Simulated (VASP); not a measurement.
Computed with r2SCAN+rVV10, VASP's PBE PAW potentials (set 64) (plane waves; VASP).

A VASP calculation is set up with these files.

**INCAR**
```
# general
SYSTEM   = BaTiO3
PREC     = Accurate
ENCUT    = 520
LREAL    = .FALSE.   # projection in real space or not
LASPH    = .TRUE.   # aspherical one-centre terms

# electronic loop
EDIFF    = 1E-6   # SCF stop (eV)
NELM     = 100
ALGO     = Normal   # blocked Davidson
LMAXMIX  = 4
LMIXTAU  = .TRUE.

# smearing
ISMEAR   = 0   # Gaussian
SIGMA    = 0.05   # width (eV)

# functional
METAGGA  = R2SCAN
LUSE_VDW = .TRUE.
BPARAM   = 11.95
CPARAM   = 0.0093

# ions
IBRION   = 2
NSW      = 60
ISIF     = 3   # ions, shape and volume
EDIFFG   = -0.02

# output
LWAVE    = .FALSE.
LCHARG   = .FALSE.
```

File KPOINTS:
```
Automatic mesh
0
Gamma
5 5 5
0 0 0
```

POSCAR:
```
BaTiO3
1
    3.9580065082     0.0000000000     0.0000000000
    0.0000000000     2.8400163088     2.8572020745
    0.0000000000    -2.8400163088     2.8572020745
Ba Ti O
1 1 3
Direct
  0.0000000000   0.0081041629   0.0081041629
  0.5000000000   0.5230271088   0.5230271088
  0.0000000000   0.4925381755   0.4925381755
  0.5000000000   0.4943429022   0.9848476506
  0.5000000000   0.9848476506   0.4943429022
```

POTCAR, in this order: Ba_sv Ti_sv O (PBE.64 set). Program: vasp_std.

Problem. Estimate the energy per atom (σ→0), volume per atom.

Solution. 
The energy per atom (σ→0) comes out as -14670 meV/atom. The volume per atom is 12.99 Å^3/atom.

OSZICAR:
```
...
       N       E                     dE             d eps       ncg     rms          rms(c)
DAV:   1    -0.733498103717E+02   -0.63945E-04   -0.71012E-02  1296   0.253E+00    0.701E-02
DAV:   2    -0.733498537065E+02   -0.43335E-04   -0.21507E-03  1296   0.385E-01    0.446E-02
DAV:   3    -0.733498111139E+02    0.42593E-04   -0.16796E-04  1616   0.126E-01    0.205E-02
DAV:   4    -0.733498170311E+02   -0.59171E-05   -0.49219E-05  1640   0.707E-02    0.753E-03
DAV:   5    -0.733498232682E+02   -0.62371E-05   -0.11014E-05  1608   0.413E-02    0.288E-03
DAV:   6    -0.733498235342E+02   -0.26593E-06   -0.28946E-06  1144   0.177E-02
   5 F= -.73349824E+02 E0= -.73349824E+02  d E =-.515890E-03
```

The structure comes from a measured BaTiO3 entry (Amm2) of the Crystallography Open Database, whose conditions weren't checked. This run relaxes it. Symmetry was kept, so distortions that lower it aren't found. The start is the result of an earlier pass.
